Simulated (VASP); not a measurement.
Input:

```yaml
crystal:
  lattice:
    - [5.93957, 0.00000, 0.00000]
    - [0.00000, 5.93957, 0.00000]
    - [0.00000, 0.00000, 5.93957]
  atoms:
    - { symbol: Cs, position: [0.00000, 0.00000, 0.00000] }
    - { symbol: Pb, position: [0.50000, 0.50000, 0.50000] }
    - { symbol: Br, position: [0.50000, 0.00000, 0.50000] }
    - { symbol: Br, position: [0.00000, 0.50000, 0.50000] }
    - { symbol: Br, position: [0.50000, 0.50000, 0.00000] }
```

All values below come from r2SCAN meta-GGA, VASP's PBE PAW potentials (set 64) (plane waves; VASP 6.6.1). Run with 400 eV cut-off, 4×4×4 Γ-centred mesh, tetrahedra with Blöchl corrections, potentials Cs_sv Pb_d Br.

Unless said otherwise, spin-orbit coupling is left out, though it shifts the bands of the heavy elements here.

Give the energies of bands 13 to 25 at the high-symmetry points, in eV from the valence-band maximum.

| band | Γ | X | M | R |
|---|---|---|---|---|
| 13 | -6.94 | -7.68 | -8.32 | -8.41 |
| 14 | -4.17 | -4.08 | -3.94 | -2.77 |
| 15 | -4.17 | -4.08 | -2.93 | -2.77 |
| 16 | -4.17 | -2.67 | -2.35 | -2.77 |
| 17 | -2.08 | -2.22 | -2.35 | -2.22 |
| 18 | -2.08 | -2.22 | -2.28 | -2.22 |
| 19 | -2.08 | -2.19 | -2.28 | -1.61 |
| 20 | -1.97 | -2.07 | -2.23 | -1.61 |
| 21 | -1.97 | -2.07 | -1.62 | -1.61 |
| 22 | -1.97 | -1.40 | -0.68 | 0.00 |
| 23 | 3.66 | 3.02 | 2.56 | 2.05 |
| 24 | 4.70 | 5.07 | 2.56 | 2.05 |
| 25 | 4.70 | 5.64 | 5.31 | 2.05 |

The gap is direct, 2.05 eV, from the valence maximum at R to the conduction minimum at R.

The compound is CsPbBr3 in the cubic perovskite structure, the ideal cubic form; the compound distorts at low or room temperature. It was relaxed first.
